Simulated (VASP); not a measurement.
Output of a VASP run:

OUTCAR:
```
 ion  position               nearest neighbor table
   1  0.011  0.011  0.992-   7 2.31   7 2.31   7 2.31   4 2.32   4 2.32   4 2.32   8 3.17   8 3.17
                             8 3.17   2 3.31   2 3.31   2 3.31
   2  0.000  0.000  0.250-   4 2.32   5 2.32   4 2.32   5 2.32   5 2.32   4 2.32   1 3.31   3 3.31
                             1 3.31   3 3.31   3 3.31   1 3.31
   3  0.989  0.989  0.508-   6 2.31   6 2.31   6 2.31   5 2.32   5 2.32   5 2.32   8 3.17   8 3.17
                             8 3.17   2 3.31   2 3.31   2 3.31
   4  0.505  0.505  0.121-   2 2.32   2 2.32   2 2.32   1 2.32   1 2.32   1 2.32
   5  0.495  0.495  0.379-   2 2.32   2 2.32   2 2.32   3 2.32   3 2.32   3 2.32
   6  0.485  0.485  0.636-   8 2.22   8 2.22   8 2.22   3 2.31   3 2.31   3 2.31
   7  0.515  0.515  0.864-   8 2.22   8 2.22   8 2.22   1 2.31   1 2.31   1 2.31
   8  0.000  0.000  0.750-   6 2.22   7 2.22   7 2.22   7 2.22   6 2.22   6 2.22   1 3.17   3 3.17
                             1 3.17   3 3.17   1 3.17   3 3.17
  LATTYP: Found a trigonal (rhomboedric) cell.
 ALAT       =    10.7254008278
 COS(alpha) =     0.9541807293
 Subroutine PRICEL returns:
 Original cell was already a primitive cell.
 Subroutine GETGRP returns: Found 12 space group operations
The static configuration has the point symmetry C_3v.
 The point group associated with its full space group is D_3d.
The dynamic configuration has the point symmetry C_3v.
 Subroutine INISYM returns: Found 12 space group operations
 Subroutine IBZKPT returns following result:
 Found    189 irreducible k-points:

 Following reciprocal coordinates:
            Coordinates               Weight
  0.000000  0.000000  0.000000      1.000000
  0.076923  0.000000  0.000000      4.000000
  0.153846  0.000000  0.000000      4.000000
  0.230769  0.000000  0.000000      4.000000
  0.307692  0.000000  0.000000      4.000000
  0.384615  0.000000  0.000000      4.000000
  0.461538  0.000000 -0.000000      4.000000
  0.076923  0.076923  0.000000      2.000000
  0.153846  0.076923  0.000000      4.000000
  0.230769  0.076923  0.000000      4.000000
  0.307692  0.076923 -0.000000      4.000000
  0.384615  0.076923  0.000000      4.000000
  0.461538  0.076923  0.000000      4.000000
 -0.461538  0.076923  0.000000      4.000000
 -0.384615  0.076923 -0.000000      4.000000
 -0.307692  0.076923 -0.000000      4.000000
 -0.230769  0.076923 -0.000000      4.000000
 -0.153846  0.076923  0.000000      4.000000
 -0.076923  0.076923  0.000000      2.000000
  0.153846  0.153846 -0.000000      2.000000
  0.230769  0.153846  0.000000      4.000000
  0.307692  0.153846  0.000000      4.000000
  0.384615  0.153846  0.000000      4.000000
  0.461538  0.153846  0.000000      4.000000
 -0.461538  0.153846 -0.000000      4.000000
 -0.384615  0.153846 -0.000000      4.000000
 -0.307692  0.153846 -0.000000      4.000000
 -0.230769  0.153846 -0.000000      4.000000
 -0.153846  0.153846  0.000000      2.000000
  0.230769  0.230769 -0.000000      2.000000
  0.307692  0.230769  0.000000      4.000000
  0.384615  0.230769  0.000000      4.000000
  0.461538  0.230769  0.000000      4.000000
 -0.461538  0.230769 -0.000000      4.000000
 -0.384615  0.230769 -0.000000      4.000000
 -0.307692  0.230769  0.000000      4.000000
 -0.230769  0.230769  0.000000      2.000000
  0.307692  0.307692 -0.000000      2.000000
  0.384615  0.307692  0.000000      4.000000
  0.461538  0.307692  0.000000      4.000000
   k-points           NKPTS =    189   k-points in BZ     NKDIM =    189   number of bands    NBANDS=     38
   number of dos      NEDOS =    601   number of ions     NIONS =      8
   total plane-waves  NPLWV =  55296
   dimension x,y,z NGX =    24 NGY =   24 NGZ =   96
   dimension x,y,z NGXF=    48 NGYF=   48 NGZF=  192
   ions per type =               3   4   1
   PREC   = accura    normal or accurate (medium, high low for compatibility)
   ISTART =      0    job   : 0-new  1-cont  2-samecut
   ICHARG =      2    charge: 1-file 2-atom 10-const
   ISPIN  =      1    spin polarized calculation?
   LNONCOLLINEAR =      F non collinear calculations
   LSORBIT =      F    spin-orbit coupling
...
```

### OSZICAR
```
       N       E                     dE             d eps       ncg     rms          rms(c)
DAV:   1     0.742163163346E+03    0.74216E+03   -0.32906E+04 14364   0.181E+03
DAV:   2     0.542830960858E+01   -0.73673E+03   -0.70899E+03 15266   0.529E+02
DAV:   3    -0.897380604402E+02   -0.95166E+02   -0.91764E+02 22858   0.160E+02
DAV:   4    -0.960266858466E+02   -0.62886E+01   -0.62667E+01 20262   0.384E+01
DAV:   5    -0.963717604986E+02   -0.34507E+00   -0.34501E+00 20666   0.845E+00    0.447E+01
DAV:   6    -0.819200605640E+02    0.14452E+02   -0.11474E+02 18694   0.512E+01    0.195E+01
DAV:   7    -0.824674644397E+02   -0.54740E+00   -0.41244E+01 20450   0.366E+01    0.131E+01
DAV:   8    -0.811834683264E+02    0.12840E+01   -0.62383E+00 21044   0.157E+01    0.532E+00
DAV:   9    -0.811911864924E+02   -0.77182E-02   -0.10862E+00 21042   0.511E+00    0.176E+00
DAV:  10    -0.811742321328E+02    0.16954E-01   -0.31091E-01 20910   0.358E+00    0.706E-01
DAV:  11    -0.811748141986E+02   -0.58207E-03   -0.84725E-02 20282   0.168E+00    0.419E-01
DAV:  12    -0.811719343699E+02    0.28798E-02   -0.10025E-02 19402   0.503E-01    0.171E-01
DAV:  13    -0.811716276879E+02    0.30668E-03   -0.41672E-03 21166   0.318E-01    0.483E-02
DAV:  14    -0.811715776565E+02    0.50031E-04   -0.41672E-04 19492   0.123E-01    0.236E-02
DAV:  15    -0.811715799534E+02   -0.22969E-05   -0.47569E-05 19786   0.388E-02    0.790E-03
DAV:  16    -0.811715792686E+02    0.68479E-06   -0.90033E-06 20644   0.189E-02    0.383E-03
DAV:  17    -0.811715787332E+02    0.53537E-06   -0.53467E-07 17448   0.417E-03    0.210E-03
DAV:  18    -0.811715789577E+02   -0.22449E-06   -0.36113E-07 14410   0.434E-03    0.517E-04
DAV:  19    -0.811715789670E+02   -0.93387E-08   -0.28152E-08 10266   0.120E-03
   1 F= -.81171579E+02 E0= -.81171579E+02  d E =0.000000E+00
```

File OUTCAR:
```
------------------------ aborting loop because EDIFF is reached ----------------------------------------
  FORCE on cell =-STRESS in cart. coord.  units (eV):
  Direction    XX          YY          ZZ          XY          YZ          ZX
  --------------------------------------------------------------------------------------
  Total       -0.0380511     -0.0380511     -0.0380511     -0.0538644      0.0538644      0.0538644
  in kB       -0.6323612     -0.6323612     -0.6323612     -0.8951582      0.8951582      0.8951582
  external PRESSURE =      -0.6323612 kB  Pullay stress =       0.0000000 kB
  volume of cell :       96.41
      direct lattice vectors                 reciprocal lattice vectors
     0.000000000  2.295818852  2.295818852    -0.218087028  0.217487407  0.218087028
     2.295818852  0.000000000  2.295818852     0.217487407 -0.218087028  0.218087028
     9.158095624  9.158095624  0.025179784     0.054671662  0.054671662 -0.054671662
 POSITION                                       TOTAL-FORCE (eV/Angst)
 -----------------------------------------------------------------------------------
      9.11008      9.11008      0.07320        -0.002471     -0.002471      0.002471
      2.28952      2.28952      0.00629        -0.000000     -0.000000     -0.000000
      6.92288      6.92288      4.55621         0.002471      0.002471     -0.002471
      2.26930      2.26930      2.32234        -0.007370     -0.007370      0.007370
      4.60557      4.60557      2.28189         0.007370      0.007370     -0.007370
      6.94180      6.94180      2.24147         0.003251      0.003251     -0.003251
      9.09116      9.09116      2.38794        -0.003251     -0.003251      0.003251
      6.86857      6.86857      0.01888        -0.000000     -0.000000     -0.000000
 -----------------------------------------------------------------------------------
    total drift:                                0.000000      0.000000      0.000000
  FREE ENERGIE OF THE ION-ELECTRON SYSTEM (eV)
  ---------------------------------------------------
  free  energy   TOTEN  =       -81.1715789670 eV

  energy  without entropy=      -81.1715789670  energy(sigma->0) =      -81.17157897

 total charge

# of ion       s       p       d       tot
------------------------------------------
    1        2.185   6.051   1.702   9.938
    2        2.186   6.052   1.701   9.938
    3        2.185   6.051   1.702   9.938
    4        0.886   1.484   0.000   2.370
    5        0.886   1.484   0.000   2.370
    6        0.884   1.463   0.000   2.348
    7        0.884   1.463   0.000   2.348
    8        2.188   6.214   1.884  10.287
--------------------------------------------------
tot         12.284  30.263   6.990  49.537

 Electric field gradients after diagonalization (V/A^2)
 (convention: |V_zz| > |V_xx| > |V_yy|)
----------------------------------------------------------------------
 ion       V_xx      V_yy      V_zz     asymmetry (V_yy - V_xx)/ V_zz
----------------------------------------------------------------------
   1      -3.726    -3.726     7.452       0.000
   2      -1.413    -1.413     2.827       0.000
   3      -3.726    -3.726     7.452       0.000
   4      -0.370    -0.370     0.740       0.000
   5      -0.370    -0.370     0.740       0.000
   6      -0.764    -0.764     1.528       0.000
   7      -0.764    -0.764     1.528       0.000
   8       2.826     2.823    -5.649       0.000
```
(Selected blocks of OUTCAR.)

**POSCAR**
```
TiZr3C4
1
   -0.0000000000     2.2958188519     2.2958188519
    2.2958188519    -0.0000000000     2.2958188519
    9.1580956236     9.1580956236     0.0251797839
Zr C Ti
3 4 1
Direct
  0.0105004455   0.0105004455   0.9921246658
  0.0000000000   0.0000000000   0.2500000000
  0.9894995545   0.9894995545   0.5078753342
  0.5051116858   0.5051116858   0.1211662356
  0.4948883142   0.4948883142   0.3788337644
  0.4846732083   0.4846732083   0.6364950937
  0.5153267917   0.5153267917   0.8635049063
  0.0000000000   0.0000000000   0.7500000000
```

Task: Reconstruct the remaining input files.

Result: One answer among several that fit: the input of the run itself, PBEsol GGA, plane waves, VASP's PBE PAW potentials (set 64).

### INCAR
```
# general
SYSTEM  = TiZr3C4
PREC    = Accurate
ENCUT   = 520   # plane-wave cut-off (eV)
LREAL   = F
LASPH   = T   # aspherical one-centre terms

# electronic loop
EDIFF   = 1E-7   # SCF stop (eV)
NELM    = 100
ALGO    = Normal
LMAXMIX = 4

# smearing
ISMEAR  = -5   # tetrahedra, Bloechl

# functional
GGA     = PS   # PBEsol

# ions
ISIF    = 2

# output
LWAVE   = F
LCHARG  = T
LORBIT  = 11   # lm-projected
NEDOS   = 601

# other
LEFG    = T
```

KPOINTS:
```
Automatic
0
gamma
 13 13 4
0 0 0
```

POTCAR, in this order: Zr_sv C Ti_sv (PBE.64 set). Program: vasp_std.

For a metal the tetrahedron method with Blöchl corrections gives inexact stress and forces.

The structure was generated: TiZr3C4 was put into an ordered model structure (R-3m), which need not be its known phase. It was relaxed first.
